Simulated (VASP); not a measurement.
# MnCuAs: structure and properties in VASP, part 2 of 2

Aim: relax MnCuAs, then compute properties on the relaxed cell. The start is a computed cell from the Materials Project.

VASP 6.6.1, plane waves and PAW; the level of theory is named at each step.

Still holding for the runs below: The magnetic order is the lowest of the few collinear ones that converged above; longer or canted patterns were not tried.

So far, largest spin moment in the PAW sphere (μB): step 2 (magnetic order: ferromagnetic) 3.38; step 4 (magnetic order: antiferromagnetic, q = (0, 0, 1/2)) 3.47; step 5 (magnetic order: antiferromagnetic, q = (1/2, 1/2, 1/2)) 3.45; step 6 (magnetic order: antiferromagnetic, q = (1/2, 1/2, 0)) 3.40; step 8 (relaxing cell and atoms (PBEsol)) 3.02. The relaxed cell has a = 3.571, c = 6.314 Å (conventional setting).

**10. Single point with fields (PBEsol)**

A single point on the relaxed cell gives a clean self-consistent state, with density, ELF and potential written out.

INCAR reads:

```
SYSTEM = MnCuAs
PREC = Accurate
ENCUT = 400
EDIFF = 1E-06
NELM = 100
ISMEAR = 1
SIGMA = 0.2
LREAL = .FALSE.
ALGO = Normal
GGA = PS
NBANDS = 38
ISPIN = 2
MAGMOM = 3.44 -3.44 0 -0 0.01 -0.01
LASPH = .TRUE.
LMAXMIX = 4
LORBIT = 11
LWAVE = .FALSE.
LCHARG = .TRUE.
ISIF = 2
LELF = .TRUE.
LVHAR = .TRUE.
```

POSCAR reads:

```
MnCuAs
1.0
    3.5711713683      0.0000000000      0.0000000000
    0.0000000000      3.5711713683      0.0000000000
    0.0000000000      0.0000000000      6.3137112322
Mn Cu As
2 2 2
Direct
    0.0000000000      0.5000000000      0.1495031497
    0.5000000000      0.0000000000      0.8504968503
    0.0000000000      0.0000000000      0.5000000000
    0.5000000000      0.5000000000      0.5000000000
    0.0000000000      0.5000000000      0.7765449474
    0.5000000000      0.0000000000      0.2234550526
```

KPOINTS reads:

```
Automatic mesh
0
Gamma
6 6 4
0 0 0
```

The projector-augmented-wave data sets are Mn_pv, Cu and As (PBE family, release 64).

Started as:

```
mpirun -np 8 vasp_std
```

Wall time 11 s (8 MPI ranks of AMD EPYC 9R45, shared host); peak memory 0.92 GiB.

With spin, VASP writes an ELF for each channel.

Numbers from this step:

| Quantity | Value |
| --- | --- |
| SCF cycles | 15 |
| bands | 40 |
| pressure | 0.1239 GPa |

Valence electrons inside each PAW sphere by angular momentum. Sphere charges, by row:

| atom | s (e) | p (e) | d (e) | tot (e) |
| --- | --- | --- | --- | --- |
| Mn1 | 0.255 | 6.241 | 5.161 | 11.66 |
| Mn2 | 0.255 | 6.241 | 5.161 | 11.66 |
| Cu3 | 0.415 | 0.456 | 9.207 | 10.08 |
| Cu4 | 0.415 | 0.456 | 9.207 | 10.08 |
| As5 | 1.195 | 1.585 | 0.094 | 2.874 |
| As6 | 1.195 | 1.585 | 0.094 | 2.874 |

Spin density in the ac plane at fractional y = 0.000, with atoms of Mn and Cu and As within 0.2 Å of it.

Values in e/Å³, 24 rows by 14 columns, each cell a mean:
```
 0.0  0.0  0.0 -0.1 -0.1 -0.2 -0.4 -0.4 -0.3 -0.2 -0.1  0.0  0.0  0.0
 0.0  0.0  0.0 -0.1 -0.3 -0.8 -1.5 -1.8 -1.3 -0.6 -0.2 -0.1  0.0  0.0
 0.0  0.0  0.0 -0.1 -0.5 -1.6 -3.1 -3.9 -2.8 -1.3 -0.3 -0.1  0.0  0.0
 0.0  0.0  0.0 -0.1 -0.6 -1.8 -3.6 -4.5 -3.3 -1.5 -0.4 -0.1  0.0  0.0
 0.0  0.0  0.0 -0.1 -0.4 -1.1 -2.2 -2.7 -2.0 -0.9 -0.3 -0.1  0.0  0.0
 0.0  0.0  0.0 -0.1 -0.2 -0.4 -0.7 -0.9 -0.7 -0.3 -0.1  0.0  0.0  0.0
 0.0  0.0  0.0  0.0 -0.1 -0.1 -0.1 -0.1 -0.1 -0.1 -0.1  0.0  0.0  0.0
 0.0  0.0  0.0  0.0  0.0  0.0 -0.1 -0.1  0.0  0.0  0.0  0.0  0.0  0.0
 0.0  0.0  0.0  0.0  0.0  0.0  0.0  0.0  0.0  0.0  0.0  0.0  0.0  0.0
 0.0  0.0  0.0  0.0  0.0  0.0  0.0  0.0  0.0  0.0  0.0  0.0  0.0  0.0
 0.0  0.0  0.0  0.0  0.0  0.0  0.0  0.0  0.0  0.0  0.0  0.0  0.0  0.0
 0.0  0.0  0.0  0.0  0.0  0.0  0.0  0.0  0.0  0.0  0.0  0.0  0.0  0.0
 0.0  0.0  0.0  0.0  0.0  0.0  0.0  0.0  0.0  0.0  0.0  0.0  0.0  0.0
 0.0  0.0  0.0  0.0  0.0  0.0  0.0  0.0  0.0  0.0  0.0  0.0  0.0  0.0
 0.0  0.0  0.0  0.0  0.0  0.0  0.0  0.0  0.0  0.0  0.0  0.0  0.0  0.0
 0.0  0.0  0.0  0.0  0.0  0.0  0.0  0.0  0.0  0.0  0.0  0.0  0.0  0.0
 0.0  0.0  0.0  0.0  0.0  0.0  0.0  0.0  0.0  0.0  0.0  0.0  0.0  0.0
 0.0  0.0  0.0  0.0  0.0  0.0  0.0  0.0  0.0  0.0  0.0  0.0  0.0  0.0
 0.0  0.0  0.0  0.0  0.0  0.0  0.0  0.0  0.0  0.0  0.0  0.0  0.0  0.0
 0.0  0.0  0.0  0.0  0.0  0.0  0.0  0.0  0.0  0.0  0.0  0.0  0.0  0.0
 0.0  0.0  0.0  0.0  0.0  0.0  0.0  0.0  0.0  0.0  0.0  0.0  0.0  0.0
 0.0  0.0  0.0  0.0  0.0  0.0  0.0  0.0  0.0  0.0  0.0  0.0  0.0  0.0
 0.0  0.0  0.0  0.0  0.0  0.0  0.0  0.0  0.0  0.0  0.0  0.0  0.0  0.0
 0.0  0.0  0.0  0.0  0.0  0.0  0.0  0.0  0.0  0.0  0.0  0.0  0.0  0.0
```
Columns run along a (3.6 Å), rows up along c (6.3 Å). Atoms in or near the plane, at fractional coordinates: Mn at (0.50, 0.85), Cu at (0.00, 0.50), As at (0.50, 0.22).

ELF of up spins in the ac plane at fractional y = 0.000, with atoms of Mn and Cu and As within 0.2 Å of it. It is the smooth field of the valence electrons, not physical close to the nuclei.

Ten even steps from '_' (0.00) to '@' (0.79), each cell a mean:
```
..........::------::........
........::--::::----........
........::--..__..--::......
::::....--::____..--::....::
::::....::--::..::--::....::
::::::....::------::....::::
::::::::....::::::....::::::
::::::::::::....::::::::::::
::::::::--::::::::--::::::::
__..::::::::::::::::::::....
____..::::::::::::::::::____
______::::::::::::::::..____
____..::::--------::::::____
____..::--==++++++==--::..__
..::::--++##########==::::::
::::--**%%@@@@%%@@@@##++--::
::--++##@@@@%%##%%@@@@##==--
::--**%%@@%%**++##@@@@%%++--
::--**@@@@%%**++**%%@@%%++--
::--**%%@@@@%%##%%@@@@%%++--
::--++%%@@@@@@@@@@@@@@##==::
..::==**%%@@@@@@@@@@%%**--::
..::--==****######**++==--::
....::::--------------::::..
```
Columns run along a (3.6 Å), rows up along c (6.3 Å). Atoms in or near the plane, at fractional coordinates: Mn at (0.50, 0.85), Cu at (0.00, 0.50), As at (0.50, 0.22).

Electrostatic potential energy in the ac plane at fractional y = 0.000, with atoms of Mn and Cu and As within 0.2 Å of it. With pseudopotentials it is smooth inside the atoms' cores, unlike the true potential.

Ten even steps from '0' (-50 eV) to '9' (2 eV), each cell a mean:
```
99998543468999
99986311136999
99984100025899
99974100015899
99985200126899
99997432357999
99999866789999
99999999999999
67899999999986
23589999999743
01369999998520
00258999998410
00269999998520
12479999998642
45788887888865
88987532358898
99985101026899
99973035204899
99972147404899
99984123115899
99986310137999
99998765678999
99999888889999
99999877889999
```
Columns run along a (3.6 Å; values clipped at the 3rd and 97th percentile), rows up along c (6.3 Å). Atoms in or near the plane, at fractional coordinates: Mn at (0.50, 0.85), Cu at (0.00, 0.50), As at (0.50, 0.22).

In this run the pressure is 0.12 GPa, small enough to go on.

**11. Band structure (PBEsol)**

The mesh alone shows little of the dispersion and can miss band extrema, so KPOINTS_OPT adds a path through the symmetry points after the self-consistent cycle.

INCAR reads:

```
SYSTEM = MnCuAs
PREC = Accurate
ENCUT = 400
EDIFF = 1E-06
NELM = 100
ISMEAR = 1
SIGMA = 0.2
LREAL = .FALSE.
ALGO = Normal
GGA = PS
NBANDS = 48
ISPIN = 2
MAGMOM = 3.025 -3.025 0 0 0.011 -0.011
LASPH = .TRUE.
LMAXMIX = 4
LORBIT = 11
LWAVE = .FALSE.
LCHARG = .FALSE.
KPAR = 8
```

POSCAR is that of step 10.

KPOINTS is that of step 10.

KPOINTS_OPT reads:

```
Line mode
16
Line-mode
Reciprocal
  0.00000000   0.00000000   0.00000000 GAMMA
  0.00000000   0.50000000   0.00000000 X

  0.00000000   0.50000000   0.00000000 X
  0.50000000   0.50000000   0.00000000 M

  0.50000000   0.50000000   0.00000000 M
  0.00000000   0.00000000   0.00000000 GAMMA

  0.00000000   0.00000000   0.00000000 GAMMA
  0.00000000   0.00000000   0.50000000 Z

  0.00000000   0.00000000   0.50000000 Z
  0.00000000   0.50000000   0.50000000 R

  0.00000000   0.50000000   0.50000000 R
  0.50000000   0.50000000   0.50000000 A

  0.50000000   0.50000000   0.50000000 A
  0.00000000   0.00000000   0.50000000 Z

  0.00000000   0.50000000   0.00000000 X
  0.00000000   0.50000000   0.50000000 R

  0.50000000   0.50000000   0.00000000 M
  0.50000000   0.50000000   0.50000000 A
```

Started as:

```
mpirun -np 8 vasp_std
```

Elapsed: 31 s, on 8 MPI ranks; peak memory 2.7 GiB; 4.1 min of CPU time.

Spin-orbit coupling is off here; it would split degenerate levels.

This step gave:

- bands: 48
- pressure: 0.1108 GPa

Both spin channels agree. Electronic bands along the path, in eV, zero at the Fermi level; # counts the bands kept:

| point | #18 | #19 | #20 | #21 | #22 | #23 | #24 | #25 |
| --- | --- | --- | --- | --- | --- | --- | --- | --- |
| Γ | -2.17 | -1.27 | -0.89 | -0.44 | -0.44 | 0.15 | 1.42 | 1.74 |
| 0.47 of the way | -2.01 | -1.74 | -0.80 | -0.22 | 0.16 | 0.56 | 0.63 | 1.61 |
| X | -1.87 | -1.70 | -1.06 | -0.46 | 0.45 | 0.99 | 1.17 | 2.18 |
| 0.47 of the way | -1.82 | -1.72 | -1.38 | -0.65 | 0.36 | 0.53 | 0.74 | 1.08 |
| M | -1.98 | -1.98 | -1.93 | -1.04 | 0.42 | 0.45 | 0.77 | 0.77 |
| 0.53 of the way | -2.02 | -1.34 | -1.28 | -0.82 | -0.02 | 0.31 | 0.94 | 1.43 |
| Γ | -2.17 | -1.27 | -0.89 | -0.44 | -0.44 | 0.15 | 1.42 | 1.74 |
| 0.53 of the way | -1.83 | -1.33 | -0.82 | -0.44 | -0.44 | 0.15 | 1.64 | 1.64 |
| Z | -1.68 | -1.39 | -0.77 | -0.41 | -0.41 | 0.16 | 1.53 | 1.53 |
| 0.53 of the way | -1.81 | -1.26 | -1.12 | -0.27 | 0.33 | 0.71 | 1.63 | 1.76 |
| R | -1.99 | -1.29 | -1.14 | 0.41 | 0.75 | 0.95 | 1.00 | 2.10 |
| 0.47 of the way | -2.09 | -1.95 | -0.60 | -0.11 | 0.11 | 0.96 | 1.03 | 1.62 |
| A | -2.04 | -1.98 | -1.58 | -1.17 | 0.88 | 0.88 | 0.94 | 1.15 |
| 0.47 of the way | -1.88 | -1.58 | -1.55 | -0.42 | 0.63 | 0.72 | 1.09 | 1.32 |
| Z | -1.68 | -1.39 | -0.77 | -0.41 | -0.41 | 0.16 | 1.53 | 1.53 |
| jump to X | -1.87 | -1.70 | -1.06 | -0.46 | 0.45 | 0.99 | 1.17 | 2.18 |
| 0.47 of the way | -1.69 | -1.52 | -1.49 | 0.07 | 0.43 | 0.99 | 1.13 | 2.33 |
| R | -1.99 | -1.29 | -1.14 | 0.41 | 0.75 | 0.95 | 1.00 | 2.10 |
| jump to M | -1.98 | -1.98 | -1.93 | -1.04 | 0.42 | 0.45 | 0.77 | 0.77 |
| 0.53 of the way | -2.01 | -1.98 | -1.69 | -1.13 | 0.83 | 0.83 | 0.85 | 1.15 |
| A | -2.04 | -1.98 | -1.58 | -1.17 | 0.88 | 0.88 | 0.94 | 1.15 |

Of the projections kept (Mn, Cu, As), the largest for each band there; the rest of the weight can lie on other orbitals:

| point | #18 | #19 | #20 | #21 | #22 | #23 | #24 | #25 |
| --- | --- | --- | --- | --- | --- | --- | --- | --- |
| Γ | Mn 0.43 | Mn 0.82 | Mn 0.85 | Mn 0.57 | Mn 0.57 | Mn 0.97 | As 0.52 | Mn 0.58 |
| X | Mn 0.77 | Mn 0.74 | Mn 0.72 | Mn 0.70 | Mn 0.94 | Mn 0.97 | Mn 0.84 | Mn 0.43 |
| M | Cu 0.69 | Mn 0.98 | Mn 0.90 | Mn 0.89 | Mn 0.65 | Mn 0.42 | Mn 0.82 | Mn 0.82 |
| Γ | Mn 0.43 | Mn 0.82 | Mn 0.85 | Mn 0.57 | Mn 0.57 | Mn 0.97 | As 0.52 | Mn 0.58 |
| Z | Mn 0.63 | Mn 0.89 | Mn 0.81 | As 0.40 | As 0.40 | Mn 0.97 | Mn 0.82 | Mn 0.82 |
| R | Mn 0.97 | Mn 0.73 | Mn 0.49 | Mn 0.93 | Mn 0.61 | Mn 0.62 | Mn 0.90 | Mn 0.57 |

There is no gap at this level.

**12. Total and projected DOS (PBEsol)**

A density of states needs more k-points than a total energy; ISMEAR = -5 takes tetrahedra, and LORBIT projects the states on the PAW spheres. The mesh is finer than in the run before.

Changes to INCAR since step 11:

```diff
@@ -5,3 +5,3 @@
 NELM = 100
-ISMEAR = 1
+ISMEAR = -5
 SIGMA = 0.2
@@ -19 +19,2 @@
 KPAR = 8
+NEDOS = 2001
```

POSCAR is that of step 11.

KPOINTS reads:

```
Automatic mesh
0
Gamma
9 9 5
0 0 0
```

Started as:

```
mpirun -np 8 vasp_std
```

It took 18 s on 8 MPI ranks; peak memory 2.4 GiB; 2.4 min of CPU time.

With tetrahedra the forces and stress of a metal are not exact derivatives of the energy.

This step gave:

| Quantity | Value |
| --- | --- |
| SCF cycles | 19 |
| irreducible k-points | 45 |
| Fermi energy | 8.810 eV |
| pressure | 0.4145 GPa |
| DOS at the Fermi level | 1.712 states/eV/cell |

Spin moment in the PAW sphere by atom:

| atom | spin moment in the PAW sphere (μB) |
| --- | --- |
| Mn1 | 3.06 |
| Mn2 | -3.06 |
| Cu3 | 0.00 |
| Cu4 | 0.00 |
| As5 | 0.01 |
| As6 | -0.01 |

The density of states has structure finer than the step of the table below, so its rows give means over 0.5 eV, whole bins alone (the curve runs from -12.0 to 3.54 eV). Peaks (eV: height): total -4.20: 16.4, -3.48: 16.1, -3.27: 16.9, -3.12: 15.7; Cu d -4.91: 4.86, -4.20: 11.3, -3.48: 11.7, -3.27: 12.9; Mn d -2.62: 4.24, -2.05: 7.93, -1.83: 7.33, 0.81: 6.29; As p -6.92: 0.801, -4.91: 1.78, -4.27: 0.681, -1.83: 0.618; Cu p -4.91: 0.323, -4.20: 0.462, -3.12: 0.195, -1.83: 0.181.

States under -12.0 eV and over 3.5 eV are left out; both spin channels agree and are summed. Density of states against energy, zero at the Fermi level; means over each step; 7 of 9 lines; values in states/eV/cell:

| energy (eV) | total | Cu d | Mn d | As p | Cu p | Mn p | Cu s |
| --- | --- | --- | --- | --- | --- | --- | --- |
| -11.5 | 0.166 | 0.00505 | 0.00737 | 1.4e-4 | 0.00439 | 0.00135 | 4.8e-4 |
| -11.0 | 0 | 0 | 0 | 0 | 0 | 0 | 0 |
| -10.5 | 0 | 0 | 0 | 0 | 0 | 0 | 0 |
| -10.0 | 0 | 0 | 0 | 0 | 0 | 0 | 0 |
| -9.5 | 0 | 0 | 0 | 0 | 0 | 0 | 0 |
| -9.0 | 0 | 0 | 0 | 0 | 0 | 0 | 0 |
| -8.5 | 0 | 0 | 0 | 0 | 0 | 0 | 0 |
| -8.0 | 0.0688 | 0.00340 | 0.00180 | 0.0118 | 0.00129 | 0.00166 | 0.0115 |
| -7.5 | 1.48 | 0.0822 | 0.0660 | 0.263 | 0.0443 | 0.0252 | 0.193 |
| -7.0 | 3.93 | 0.392 | 0.220 | 0.696 | 0.0948 | 0.0790 | 0.483 |
| -6.5 | 1.60 | 0.282 | 0.0891 | 0.288 | 0.0449 | 0.0310 | 0.126 |
| -6.0 | 2.21 | 0.530 | 0.145 | 0.383 | 0.0742 | 0.0505 | 0.123 |
| -5.5 | 4.12 | 1.24 | 0.362 | 0.727 | 0.138 | 0.103 | 0.115 |
| -5.0 | 8.07 | 3.57 | 0.827 | 1.22 | 0.216 | 0.150 | 0.0484 |
| -4.5 | 8.20 | 5.57 | 0.679 | 0.397 | 0.151 | 0.0652 | 0.0374 |
| -4.0 | 8.28 | 5.66 | 0.628 | 0.381 | 0.229 | 0.0855 | 0.0192 |
| -3.5 | 10.2 | 7.34 | 1.46 | 0.197 | 0.100 | 0.0465 | 0.0322 |
| -3.0 | 11.1 | 6.73 | 2.58 | 0.316 | 0.150 | 0.0674 | 0.0404 |
| -2.5 | 4.97 | 1.93 | 2.13 | 0.206 | 0.0585 | 0.0318 | 0.00622 |
| -2.0 | 7.78 | 1.75 | 4.57 | 0.330 | 0.0894 | 0.0560 | 0.0448 |
| -1.5 | 5.01 | 0.876 | 2.83 | 0.361 | 0.0966 | 0.0552 | 0.0255 |
| -1.0 | 3.80 | 0.520 | 2.16 | 0.272 | 0.0800 | 0.0549 | 0.0362 |
| -0.5 | 2.47 | 0.279 | 1.34 | 0.193 | 0.0658 | 0.0509 | 0.0193 |
| 0.0 | 1.74 | 0.150 | 1.06 | 0.102 | 0.0348 | 0.0245 | 0.0168 |
| 0.5 | 5.04 | 0.337 | 3.39 | 0.203 | 0.0829 | 0.0468 | 0.0792 |
| 1.0 | 6.12 | 0.307 | 4.29 | 0.277 | 0.0833 | 0.0503 | 0.0648 |
| 1.5 | 4.10 | 0.205 | 2.52 | 0.347 | 0.0834 | 0.0682 | 0.0725 |
| 2.0 | 3.45 | 0.186 | 1.79 | 0.364 | 0.0827 | 0.0748 | 0.117 |
| 2.5 | 1.50 | 0.0983 | 0.556 | 0.154 | 0.0532 | 0.0555 | 0.0661 |
| 3.0 | 2.33 | 0.121 | 0.633 | 0.260 | 0.108 | 0.0981 | 0.162 |

The finer mesh and the other smearing move the Fermi level by -0.06 eV from the 6×6×4 run, one measure of the sampling error in the zero of the bands above. Of the states within 0.3 eV of the Fermi level, the largest shares in the PAW spheres are Mn d 61 %, Cu d 9 % and As p 6 %. The rest lies in smaller channels or between the spheres.

**13. Vibrations at Γ (PBEsol)**

Zone-centre modes test whether the atoms sit at a minimum within this cell. IBRION = 8 takes the force constants from linear response, which needs tightly converged orbitals.

INCAR reads:

```
SYSTEM = MnCuAs
PREC = Accurate
ENCUT = 400
EDIFF = 1E-08
NELM = 100
ISMEAR = 1
SIGMA = 0.2
LREAL = .FALSE.
ALGO = Normal
GGA = PS
NBANDS = 38
ISPIN = 2
MAGMOM = 3.025 -3.025 0 0 0.011 -0.011
LASPH = .TRUE.
LMAXMIX = 4
LORBIT = 11
LWAVE = .FALSE.
LCHARG = .FALSE.
KPAR = 8
IBRION = 8
ISIF = 2
```

POSCAR is that of step 12.

KPOINTS reads:

```
Automatic mesh
0
Gamma
8 8 5
0 0 0
```

Started as:

```
mpirun -np 8 vasp_std
```

Wall time 4.3 min (8 MPI ranks); peak memory 7 GiB; 35 min of CPU time.

Energies printed during the response cycles are not total energies of the cell.

This step gave:

* bands: 38
* pressure of the cell: 0.3459 GPa
* largest force of the cell: 0.03781 eV/Å
* Fermi energy: 8.812 eV

Modes at Γ, with each element's share of the kinetic energy:

| mode | frequency (cm⁻¹) | symmetry | Mn % | Cu % | As % |
| --- | --- | --- | --- | --- | --- |
| 1 | -1.1 | acoustic | 28 | 33 | 39 |
| 2 | -0.9 | acoustic | 28 | 33 | 38 |
| 3 | -0.9 | acoustic | 28 | 33 | 38 |
| 4 | 89.6 | Eg | 44 | 2 | 54 |
| 5 | 89.6 | Eg | 44 | 2 | 54 |
| 6 | 107.4 | Eu | 29 | 63 | 8 |
| 7 | 107.4 | Eu | 29 | 63 | 8 |
| 8 | 122.8 | Bg | 0 | 100 | 0 |
| 9 | 172.2 | A1g | 58 | 0 | 42 |
| 10 | 189.9 | Eg | 34 | 51 | 15 |
| 11 | 189.9 | Eg | 34 | 51 | 15 |
| 12 | 197.1 | A2u | 25 | 65 | 10 |
| 13 | 209.8 | Eu | 43 | 3 | 54 |
| 14 | 209.8 | Eu | 43 | 3 | 54 |
| 15 | 233.6 | Eg | 22 | 47 | 31 |
| 16 | 233.6 | Eg | 22 | 47 | 31 |
| 17 | 274.1 | A1g | 42 | 0 | 58 |
| 18 | 279.2 | A2u | 46 | 2 | 51 |

Displacements in mode 4 (89.6 cm⁻¹), the largest set to 1:
```
Mn1 -0.66  1.00  0.00
Mn2  0.66 -1.00  0.00
Cu3 -0.13 -0.20  0.00
Cu4  0.13  0.20  0.00
As5  0.63 -0.96  0.00
As6 -0.63  0.96  0.00
```

Displacements in mode 12 (197.1 cm⁻¹), the largest set to 1:
```
Mn1  0.00  0.00 -0.68
Mn2  0.00  0.00 -0.68
Cu3  0.00  0.00  1.00
Cu4  0.00  0.00  1.00
As5  0.00  0.00 -0.36
As6  0.00  0.00 -0.36
```

The three acoustic modes lie within 1.1 cm⁻¹ of zero, and all others are real. By the characters of their eigenvectors the optical modes sort into (cm⁻¹) Raman active: Eg 90, Bg 123, A1g 172, Eg 190, Eg 234, A1g 274; infrared active: Eu 107, A2u 197, Eu 210, A2u 279. B labels carry no number here, since it depends on the setting of the axes. With a centre of inversion no mode is active in both.

**14. Bands along the symmetry lines (PBEsol), changed input**

This run is made with a changed input; what comes of it follows.

INCAR reads:

```
SYSTEM = MnCuAs
PREC = Accurate
ENCUT = 400
EDIFF = 1E-06
NELM = 69
ISMEAR = 1
SIGMA = 0.2
LREAL = .FALSE.
ALGO = Normal
GGA = QQ
NBANDS = 48
ISPIN = 2
MAGMOM = 3.025 -3.025 0 0 0.011 -0.011
LASPH = .TRUE.
LMAXMIX = 4
LORBIT = 11
LWAVE = .FALSE.
LCHARG = .FALSE.
KPAR = 8
```

POSCAR is that of step 13.

KPOINTS reads:

```
Automatic mesh
0
Gamma
6 6 4
0 0 0
```

KPOINTS_OPT is that of step 11.

Started as:

```
mpirun -np 8 vasp_std
```

Run time: 5.4 s. Hardware: 8 MPI ranks.

The input was rejected at the start.

VASP's message: “Error: One of the selected functionals does not exist.”. No number of this run is used.

The fault in the input: unknown functional word (GGA = "QQ"). Use a GGA word that VASP lists.

**15. What came out**

```
relaxed volume                            : 13.42 Å³/atom
relaxed conventional cell a, b, c         : 3.571, 3.571, 6.314 Å
space group after relaxing, within 0.02 Å : P4/nmm (No. 129)
moment of the cell (9×9×5 mesh)           : 0 μB
largest site moment (9×9×5 mesh)          : 3.06 μB on Mn1
band gap                                  : none, a metal
DOS at the Fermi level                    : 1.71 states/eV/cell
highest zone-centre mode                  : 279 cm⁻¹
```

**Reading.** With PBEsol, MnCuAs relaxes to 13.42 Å³/atom in space group P4/nmm, comes out as a metal and keeps moments of up to 3.06 μB (9×9×5 mesh). Band structure (PBEsol): Of the bands kept, 2 cross the Fermi level on this path. Vibrations at Γ (PBEsol): The highest mode in this list at Γ, 279.2 cm⁻¹, has its largest share on As (51 % of the kinetic energy). Spin-orbit coupling is left out; it would split some degenerate bands. The k-sampling is coarse for a metal, so the Fermi level, moments, pressures and the shape of the cell carry errors. Only a few collinear orders were tried, on the cell as listed. Modes at Γ alone can't show that the crystal is stable at other wave vectors. No search among competing phases was made, and a listed structure need not be the one stable at ambient conditions. All values are for a static lattice at zero temperature.

[Lines on the potential files, build, host, timing and source positions are cut from VASP's logs without a mark.]

[Logs are printed without paths, hosts, clocks, repeated set-up lines and the standing remarks that a program may print on its own settings, such as how far it seeks lower states.]

[Hosts, paths, dates, database ids (printed as entryN), source tags and the programs' standing remarks are cut or masked in the printed files.]

[A measured line is paired with the nearest computed mode of its activity, which favours agreement.]
